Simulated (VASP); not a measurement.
```
SnS2
1.0
    3.64951     0.00000     0.00000
   -1.82475     3.16057     0.00000
    0.00000     0.00000    12.07286
Sn S
2 4
Cartesian
  0.00000   2.10705   7.54577
  1.82476   1.05352   1.50934
  1.82476   1.05352   9.02047
  0.00000   2.10705   2.98404
  0.00000   0.00000   0.03394
  0.00000   0.00000   6.07037
```

Computed with PBEsol GGA, VASP's PBE PAW potentials (set 64) (plane waves; VASP 6.6.1). Numerical set-up: 400 eV cut-off, 8×8×2 Γ-centred mesh, tetrahedra with Blöchl corrections, potentials Sn_d S.

Without a dispersion term in the relaxation, distances and binding between the weakly bound layers, chains or molecules are unreliable, and so is what depends on them.

**Question.** What does the run give for the energy per atom (σ→0)?

**Answer.** 
The energy per atom (σ→0) is -4.757 eV/atom.

Only differences to runs with the same potentials and settings are physical.

The structure comes from a computed database's SnS2 entry (P6_3mc); how it stands against other phases isn't given here. It was relaxed first.
